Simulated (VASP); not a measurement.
# TePd (P6_3/mmc) in VASP: a series of runs

The runs below take TePd through single point, with LDA+U.

All numbers are computed with VASP 6.6.1; they aren't measurements. Logs are shortened: lines on timing, memory, paths and dates and some standing lists are left out, and cuts for length are marked.

### 1 Starting point

It takes space group P6_3/mmc (No. 194, hexagonal). The conventional cell has a = 4.152 Å, b = 4.152 Å, c = 5.672 Å, α = 90.00°, β = 90.00°, γ = 120.00°. Te (site symmetry -6m2) has 6 Pd at 2.79 Å as nearest neighbours. Pd (site symmetry -3m) is surrounded by 6 Te at 2.79 Å and 2 Pd at 2.84 Å.

### 2 Single point, LDA+U, collinear spin, typed start

INCAR reads:

```
SYSTEM = TePd
PREC = Accurate
ENCUT = 520
EDIFF = 1E-6
ISMEAR = 0
SIGMA = 0.05
LREAL = .False.
LASPH = .True.
NELM = 150
ALGO = Normal
ISIF = 2
LWAVE = .False.
LCHARG = .False.
ISPIN = 2
MAGMOM = 0 0 2 2
LORBIT = 11
LMAXMIX = 4
LDAU = .True.
LDAUTYPE = 2
LDAUL = -1 2
LDAUU = 0 1
LDAUJ = 0 0
LDAUPRINT = 1
NBANDS = 28
```

KPOINTS reads:

```
regular mesh
0
Gamma
  5 5 4
  0 0 0
```

POSCAR reads:

```
TePd
1.0
    4.1520974300      0.0000000000      0.0000000000
   -2.0760487100      3.5958218500      0.0000000000
    0.0000000000      0.0000000000      5.6718989000
Te Pd
2 2
Direct
    0.3333333333      0.6666666667      0.2500000000
    0.6666666667      0.3333333333      0.7500000000
    0.0000000000      0.0000000000      0.0000000000
    0.0000000000      0.0000000000      0.5000000000
```

Potentials or basis: VASP PAW LDA potentials, release 64 (Te, Pd).

Command:

```bash
> cat potpaw_LDA.64/Te/POTCAR potpaw_LDA.64/Pd/POTCAR > POTCAR
> mpirun -np 1 vasp_std > vasp.out
```

OUTCAR:

```text
SYSTEM = TePd
   PREC = Accurate
   ENCUT = 520
   EDIFF = 1E-6
   ISMEAR = 0
   LREAL = .False.
   LASPH = .True.
   NELM = 150
   ISIF = 2
   ISPIN = 2
   LORBIT = 11

 ion  position               nearest neighbor table
   1  0.333  0.667  0.250-   3 2.79   4 2.79   3 2.79   4 2.79   3 2.79   4 2.79
   2  0.667  0.333  0.750-   3 2.79   4 2.79   3 2.79   4 2.79   3 2.79   4 2.79
   3  0.000  0.000  0.000-   1 2.79   2 2.79   1 2.79   2 2.79   2 2.79   1 2.79   4 2.84   4 2.84

   4  0.000  0.000  0.500-   1 2.79   2 2.79   1 2.79   2 2.79   2 2.79   1 2.79   3 2.84   3 2.84

  LATTYP: Found a hexagonal cell.
 ALAT       =     4.1520974300
 C/A-ratio  =     1.3660322272

  Lattice vectors:

 A1 = (   4.1520974300,   0.0000000000,   0.0000000000)
 A2 = (  -2.0760487100,   3.5958218500,   0.0000000000)
 A3 = (   0.0000000000,   0.0000000000,   5.6718989000)

Analysis of symmetry for initial positions (statically):
=====================================================================
 Subroutine PRICEL returns:
 Original cell was already a primitive cell.

 Routine SETGRP: Setting up the symmetry group for a
 hexagonal supercell.

 Subroutine GETGRP returns: Found 24 space group operations
 (whereof 12 operations were pure point group operations)
 out of a pool of 24 trial point group operations.

The static configuration has the point symmetry D_3d.
 The point group associated with its full space group is D_6h.

Analysis of symmetry for dynamics (positions and initial velocities):
=====================================================================
 Subroutine PRICEL returns:
 Original cell was already a primitive cell.

 Routine SETGRP: Setting up the symmetry group for a
 hexagonal supercell.

 Subroutine GETGRP returns: Found 24 space group operations
 (whereof 12 operations were pure point group operations)
 out of a pool of 24 trial point group operations.

The dynamic configuration has the point symmetry D_3d.
 The point group associated with its full space group is D_6h.

Analysis of structural, dynamic, and magnetic symmetry:
=====================================================================
 Subroutine PRICEL returns:
 Original cell was already a primitive cell.

 Routine SETGRP: Setting up the symmetry group for a
 hexagonal supercell.

 Subroutine GETGRP returns: Found 24 space group operations
 (whereof 12 operations were pure point group operations)
 out of a pool of 24 trial point group operations.

The overall configuration has the point symmetry D_3d.
 The point group associated with its full space group is D_6h.

 Subroutine INISYM returns: Found 24 space group operations
 (whereof 12 operations are pure point group operations),
 and found     1 'primitive' translations

----------------------------------------------------------------------------------------

                                     Primitive cell

  volume of cell :      84.6826

  direct lattice vectors                    reciprocal lattice vectors
     4.152097430  0.000000000  0.000000000     0.240842133  0.139050270  0.000000000
    -2.076048710  3.595821850  0.000000000     0.000000000  0.278100540  0.000000000
     0.000000000  0.000000000  5.671898900     0.000000000  0.000000000  0.176307797

  length of vectors
     4.152097430  4.152097425  5.671898900     0.278100540  0.278100540  0.176307797

  position of ions in fractional coordinates (direct lattice)
     0.333333333  0.666666667  0.250000000
     0.666666667  0.333333333  0.750000000
     0.000000000  0.000000000  0.000000000
     0.000000000  0.000000000  0.500000000

  ion indices of the primitive-cell ions
   primitive index   ion index
                 1           1
                 2           2
                 3           3
                 4           4

----------------------------------------------------------------------------------------

 KPOINTS: regular mesh

Automatic generation of k-mesh.
 Grid dimensions read from file:
 generate k-points for:    5    5    4

 Generating k-lattice:

  Cartesian coordinates                     Fractional coordinates (reciprocal lattice)
     0.048168427  0.027810054  0.000000000     0.200000000  0.000000000  0.000000000
[... 86 lines left out ...]
  energy-cutoff  :      520.00
  volume of cell :       84.68
 maximum number of plane-waves:      2295
 NGX is ok and might be reduce to    32
   NGX = 15   NGY = 15   NGZ = 21

 number of electron      31.9999995 magnetization       0.0006838

atom =   3  type =  2  l = 2

 onsite density matrix

spin component  1

  0.8721 -0.0000 -0.0000  0.0409 -0.0000
 -0.0000  0.8659 -0.0000  0.0000  0.0409
 -0.0000 -0.0000  0.8958 -0.0000 -0.0000
  0.0409  0.0000 -0.0000  0.8659  0.0000
 -0.0000  0.0409 -0.0000  0.0000  0.8721

spin component  2

  0.8720 -0.0000 -0.0000  0.0408 -0.0000
 -0.0000  0.8659 -0.0000  0.0000  0.0408
 -0.0000 -0.0000  0.8958 -0.0000 -0.0000
  0.0408  0.0000 -0.0000  0.8659  0.0000
 -0.0000  0.0408 -0.0000  0.0000  0.8720

 occupancies and eigenvectors

  o =  0.8280  v =  0.0000  0.0000  0.0000  0.0000  0.0000  0.3194  0.6473 -0.0000 -0.3444 -0.6003      0.0000  0.0000  0.0000  0.0000  0.0000  0.0000  0.0000  0.0000  0.0000  0.0000
  o =  0.8280  v =  0.0000  0.0000  0.0000  0.0000  0.0000 -0.6003  0.3444 -0.0000  0.6473 -0.3194      0.0000  0.0000  0.0000  0.0000  0.0000  0.0000  0.0000  0.0000  0.0000  0.0000
  o =  0.8280  v =  0.3194  0.6473 -0.0000 -0.3444 -0.6003  0.0000  0.0000  0.0000  0.0000  0.0000      0.0000  0.0000  0.0000  0.0000  0.0000  0.0000  0.0000  0.0000  0.0000  0.0000
  o =  0.8280  v = -0.6003  0.3444 -0.0000  0.6473 -0.3194  0.0000  0.0000  0.0000  0.0000  0.0000      0.0000  0.0000  0.0000  0.0000  0.0000  0.0000  0.0000  0.0000  0.0000  0.0000
  o =  0.8958  v =  0.0000  0.0000  0.0000  0.0000  0.0000 -0.0000 -0.0000 -1.0000 -0.0000 -0.0000      0.0000  0.0000  0.0000  0.0000  0.0000  0.0000  0.0000  0.0000  0.0000  0.0000
  o =  0.8958  v = -0.0000 -0.0000 -1.0000 -0.0000 -0.0000  0.0000  0.0000  0.0000  0.0000  0.0000      0.0000  0.0000  0.0000  0.0000  0.0000  0.0000  0.0000  0.0000  0.0000  0.0000
  o =  0.9099  v =  0.0000  0.0000  0.0000  0.0000  0.0000  0.3444 -0.6003  0.0000  0.3194 -0.6473      0.0000  0.0000  0.0000  0.0000  0.0000  0.0000  0.0000  0.0000  0.0000  0.0000
  o =  0.9099  v =  0.0000  0.0000  0.0000  0.0000  0.0000  0.6473  0.3194 -0.0000  0.6003  0.3444      0.0000  0.0000  0.0000  0.0000  0.0000  0.0000  0.0000  0.0000  0.0000  0.0000
  o =  0.9100  v =  0.3444 -0.6003  0.0000  0.3194 -0.6473  0.0000  0.0000  0.0000  0.0000  0.0000      0.0000  0.0000  0.0000  0.0000  0.0000  0.0000  0.0000  0.0000  0.0000  0.0000
  o =  0.9100  v =  0.6473  0.3194 -0.0000  0.6003  0.3444  0.0000  0.0000  0.0000  0.0000  0.0000      0.0000  0.0000  0.0000  0.0000  0.0000  0.0000  0.0000  0.0000  0.0000  0.0000

atom =   4  type =  2  l = 2

 onsite density matrix

spin component  1

  0.8721  0.0000 -0.0000 -0.0409 -0.0000
  0.0000  0.8659  0.0000  0.0000 -0.0409
 -0.0000  0.0000  0.8958  0.0000 -0.0000
 -0.0409  0.0000  0.0000  0.8659 -0.0000
 -0.0000 -0.0409 -0.0000 -0.0000  0.8721

spin component  2

  0.8720  0.0000 -0.0000 -0.0408 -0.0000
  0.0000  0.8659  0.0000  0.0000 -0.0408
 -0.0000  0.0000  0.8958  0.0000 -0.0000
 -0.0408  0.0000  0.0000  0.8659 -0.0000
 -0.0000 -0.0408 -0.0000 -0.0000  0.8720

 occupancies and eigenvectors

  o =  0.8280  v =  0.0000  0.0000  0.0000  0.0000  0.0000 -0.3194  0.6473  0.0000 -0.3444  0.6003      0.0000  0.0000  0.0000  0.0000  0.0000  0.0000  0.0000  0.0000  0.0000  0.0000
  o =  0.8280  v =  0.0000  0.0000  0.0000  0.0000  0.0000 -0.6003 -0.3444 -0.0000 -0.6473 -0.3194      0.0000  0.0000  0.0000  0.0000  0.0000  0.0000  0.0000  0.0000  0.0000  0.0000
  o =  0.8280  v =  0.3194 -0.6473 -0.0000  0.3444 -0.6003  0.0000  0.0000  0.0000  0.0000  0.0000      0.0000  0.0000  0.0000  0.0000  0.0000  0.0000  0.0000  0.0000  0.0000  0.0000
  o =  0.8280  v = -0.6003 -0.3444 -0.0000 -0.6473 -0.3194  0.0000  0.0000  0.0000  0.0000  0.0000      0.0000  0.0000  0.0000  0.0000  0.0000  0.0000  0.0000  0.0000  0.0000  0.0000
  o =  0.8958  v =  0.0000  0.0000  0.0000  0.0000  0.0000 -0.0000  0.0000 -1.0000  0.0000 -0.0000      0.0000  0.0000  0.0000  0.0000  0.0000  0.0000  0.0000  0.0000  0.0000  0.0000
  o =  0.8958  v = -0.0000  0.0000 -1.0000  0.0000 -0.0000  0.0000  0.0000  0.0000  0.0000  0.0000      0.0000  0.0000  0.0000  0.0000  0.0000  0.0000  0.0000  0.0000  0.0000  0.0000
  o =  0.9099  v =  0.0000  0.0000  0.0000  0.0000  0.0000  0.3444  0.6003  0.0000 -0.3194 -0.6473      0.0000  0.0000  0.0000  0.0000  0.0000  0.0000  0.0000  0.0000  0.0000  0.0000
  o =  0.9099  v =  0.0000  0.0000  0.0000  0.0000  0.0000  0.6473 -0.3194 -0.0000 -0.6003  0.3444      0.0000  0.0000  0.0000  0.0000  0.0000  0.0000  0.0000  0.0000  0.0000  0.0000
  o =  0.9100  v =  0.3444  0.6003  0.0000 -0.3194 -0.6473  0.0000  0.0000  0.0000  0.0000  0.0000      0.0000  0.0000  0.0000  0.0000  0.0000  0.0000  0.0000  0.0000  0.0000  0.0000
  o =  0.9100  v =  0.6473 -0.3194 -0.0000 -0.6003  0.3444  0.0000  0.0000  0.0000  0.0000  0.0000      0.0000  0.0000  0.0000  0.0000  0.0000  0.0000  0.0000  0.0000  0.0000  0.0000

 number of electron      31.9999995 magnetization      -0.0005298

 Free energy of the ion-electron system (eV)
  ---------------------------------------------------
  ext. energy  EPLUGINS =         0.00000000
  ---------------------------------------------------
  free energy    TOTEN  =       -20.98391962 eV

  energy without entropy =      -20.98076631  energy(sigma->0) =      -20.98234297

 E-fermi :   8.9629     XC(G=0): -11.3541

 val. band max:        8.9317862105   @ k =   0.2000   0.2000   0.2500
 cond. band min:       9.1133581489   @ k =   0.4000   0.2000   0.2500
 fundamental gap:      0.1815719384
 Fermi energy:         8.9628704400

 spin component 1

 k-point     1 :       0.0000    0.0000    0.0000
  band No.  band energies     occupation
      1      -4.4691      1.00000
      2      -2.1160      1.00000
      3       2.4792      1.00000
      4       3.4699      1.00000
      5       3.4699      1.00000
      6       4.3292      1.00000
[... 454 lines left out ...]
     27      19.5522      0.00000
     28      19.5522      0.00000
 Fermi energy:         8.9628704400

 spin component 2

 k-point     1 :       0.0000    0.0000    0.0000
  band No.  band energies     occupation
      1      -4.4692      1.00000
      2      -2.1161      1.00000
      3       2.4791      1.00000
      4       3.4698      1.00000
      5       3.4698      1.00000
      6       4.3291      1.00000
[... 454 lines left out ...]
     27      19.5521      0.00000
     28      19.5521      0.00000

------------------------ aborting loop because EDIFF is reached ----------------------------------------

  FORCE on cell =-STRESS in cart. coord.  units (eV):
  Direction    XX          YY          ZZ          XY          YZ          ZX
  --------------------------------------------------------------------------------------
  -------------------------------------------------------------------------------------
  Total       -2.2449473     -2.2449473     -2.7592067     -0.0000000      0.0000000      0.0000000
  in kB      -42.4739395    -42.4739394    -52.2036225     -0.0000001      0.0000000      0.0000000
  external PRESSURE =     -45.7171671 kB  Pullay stress =       0.0000000 kB

 VOLUME and BASIS-vectors are now :
 -----------------------------------------------------------------------------
  energy-cutoff  :      520.00
  volume of cell :       84.68
      direct lattice vectors                 reciprocal lattice vectors
     4.152097430  0.000000000  0.000000000     0.240842133  0.139050270  0.000000000
    -2.076048710  3.595821850  0.000000000     0.000000000  0.278100540  0.000000000
     0.000000000  0.000000000  5.671898900     0.000000000  0.000000000  0.176307797

 POSITION                                       TOTAL-FORCE (eV/Angst)
 -----------------------------------------------------------------------------------
      0.00000      2.39721      1.41797        -0.000000     -0.000000      0.000000
      2.07605      1.19861      4.25392         0.000000      0.000000      0.000000
      0.00000      0.00000      0.00000        -0.000000      0.000000      0.000000
      0.00000      0.00000      2.83595        -0.000000      0.000000      0.000000
 -----------------------------------------------------------------------------------
    total drift:                                0.000000     -0.000000      0.000000

  FREE ENERGIE OF THE ION-ELECTRON SYSTEM (eV)
  ---------------------------------------------------
  free  energy   TOTEN  =       -20.9839196248 eV

  energy  without entropy=      -20.9807663117  energy(sigma->0) =      -20.98234297

 total charge

# of ion       s       p       d       tot
------------------------------------------
    1        1.401   1.836   0.080   3.316
    2        1.401   1.836   0.080   3.316
    3        0.427   0.459   8.698   9.584
    4        0.427   0.459   8.698   9.584
--------------------------------------------------
tot          3.654   4.590  17.556  25.800

 magnetization (x)

# of ion       s       p       d       tot
------------------------------------------
    1        0.000  -0.000  -0.000  -0.000
    2        0.000  -0.000  -0.000  -0.000
    3       -0.000  -0.000  -0.000  -0.000
    4       -0.000  -0.000  -0.000  -0.000
--------------------------------------------------
tot         -0.000  -0.000  -0.000  -0.000
```

Wall time 79 s (1 thread of Intel Xeon Platinum 8375C at 2.90GHz (Ice Lake), shared host); peak memory 0.21 GiB.

Results:

| Property | Result |
| --- | --- |
| Free energy | -20.9839 eV |
| Pressure | -4.6 GPa |
| Band gap on the k mesh | none (metal or under the smearing width) |
| Net moment | 0.00 μB per cell |
| Valence electrons inside the program's atomic spheres | Te 3.32; Pd 9.58 |

Stress tensor (GPa, compression positive):
```
-4.25  0.00  0.00
 0.00 -4.25  0.00
 0.00  0.00 -5.22
```

Levels at points of the mesh, in eV from the Fermi level:
Spin up:
| k point | band 14 | band 15 | band 16 | band 17 | band 18 | band 19 |
| --- | --- | --- | --- | --- | --- | --- |
| (0.00, 0.00, 0.00) | -1.01 | -0.37 | 0.53 | 1.78 | 1.78 | 2.42 |
| (0.00, 0.00, 0.50) | -1.86 | 0.87 | 0.87 | 0.87 | 0.87 | 4.52 |
Spin down:
| k point | band 14 | band 15 | band 16 | band 17 | band 18 | band 19 |
| --- | --- | --- | --- | --- | --- | --- |
| (0.00, 0.00, 0.00) | -1.01 | -0.37 | 0.53 | 1.78 | 1.78 | 2.42 |
| (0.00, 0.00, 0.50) | -1.86 | 0.87 | 0.87 | 0.87 | 0.87 | 4.51 |

Eigenvalues of the final occupation matrices:
```csv
site,spin,trace,eigenvalues
site 3 d,1,4.37,0.83 0.83 0.90 0.91 0.91
site 3 d,2,4.37,0.83 0.83 0.90 0.91 0.91
site 4 d,1,4.37,0.83 0.83 0.90 0.91 0.91
site 4 d,2,4.37,0.83 0.83 0.90 0.91 0.91
```

Caveat: the U is typed as a test and isn't derived for this compound.

### 3 Single point, LDA+U, collinear spin, zero start

INCAR reads:

```
PREC = Accurate ; ENCUT = 520
EDIFF = 1E-6 ; ISMEAR = 0
SIGMA = 0.05 ; LREAL = False
LASPH = True ; NELM = 150
ALGO = Normal ; ISIF = 2
LWAVE = False ; LCHARG = True
ISPIN = 2 ; MAGMOM = 0 0 0 0
LORBIT = 11 ; LMAXMIX = 4
LDAU = True ; LDAUTYPE = 2
LDAUL = -1 2 ; LDAUU = 0 1
LDAUJ = 0 0 ; LDAUPRINT = 1
LELF = True ; LVHAR = True
NBANDS = 28
```

KPOINTS reads:

```
Automatic mesh
0
Gamma
  5 5 4
```

POSCAR is that of step 2.

Potentials or basis: VASP PAW LDA potentials, release 64 (Te, Pd).

Command:

```bash
> cat potpaw_LDA.64/Te/POTCAR potpaw_LDA.64/Pd/POTCAR > POTCAR
> mpirun -np 1 vasp_std > vasp.out
```

It took 88 s on 1 thread of Intel Xeon Platinum 8375C at 2.90GHz (Ice Lake), shared host; peak memory 0.21 GiB.

Results (log left out):

| Property | Result |
| --- | --- |
| Free energy | -20.9839 eV |
| Pressure | -4.6 GPa |
| Band gap on the k mesh | none (metal or under the smearing width) |
| Net moment | 0.00 μB per cell |
| Valence electrons inside the program's atomic spheres | Te 3.32; Pd 9.58 |

Stress tensor (GPa, compression positive):
```
-4.26  0.00  0.00
 0.00 -4.26  0.00
 0.00  0.00 -5.22
```

Levels at points of the mesh, in eV from the Fermi level:
Spin up:
```csv
k point,band 12,band 13,band 14,band 15,band 16,band 17,band 18,band 19,band 20,band 21
"(0.00, 0.00, 0.00)",-2.31,-1.01,-1.01,-0.37,0.53,1.78,1.78,2.42,3.35,5.27
"(0.00, 0.00, 0.50)",-3.24,-1.86,-1.86,0.87,0.87,0.87,0.87,4.51,4.51,5.92
```
Spin down:
| k point | band 13 | band 14 | band 15 | band 16 | band 17 | band 18 | band 19 | band 20 |
| --- | --- | --- | --- | --- | --- | --- | --- | --- |
| (0.00, 0.00, 0.00) | -1.01 | -1.01 | -0.37 | 0.53 | 1.78 | 1.78 | 2.42 | 3.35 |
| (0.00, 0.00, 0.50) | -1.86 | -1.86 | 0.87 | 0.87 | 0.87 | 0.87 | 4.51 | 4.51 |

Eigenvalues of the final occupation matrices:
```csv
site,spin,trace,eigenvalues
site 3 d,1,4.37,0.83 0.83 0.90 0.91 0.91
site 3 d,2,4.37,0.83 0.83 0.90 0.91 0.91
site 4 d,1,4.37,0.83 0.83 0.90 0.91 0.91
site 4 d,2,4.37,0.83 0.83 0.90 0.91 0.91
```

Caveat: the U is typed as a test and isn't derived for this compound.
